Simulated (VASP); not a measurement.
Given:

```xyz
2
Lattice="0.0000 2.4080 2.4080 2.4080 0.0000 2.4080 2.4080 2.4080 0.0000" Properties=species:S:1:pos:R:3 pbc="T T T"
Be     0.0000     0.0000     0.0000
S      1.2040     1.2040     1.2040
```

Method: PBE GGA with D3 dispersion (Becke-Johnson damping), VASP's PBE PAW potentials (set 64) (plane waves; VASP 6.6.1). Run with 400 eV cut-off, 9×9×9 Γ-centred mesh, Gaussian smearing of 0.050 eV, potentials Be S.

**Question.** Predict the energy per atom (σ→0).

**Answer.** 
| Quantity | Result |
|---|---|
| energy per atom (σ→0) | -5.308 eV/atom |

Total energies compare only between runs with the same potentials, cut-off and functional.

The structure comes from a measured BeS entry (F-43m) of the Crystallography Open Database, whose conditions weren't checked. It was relaxed first. The start is the result of an earlier pass.
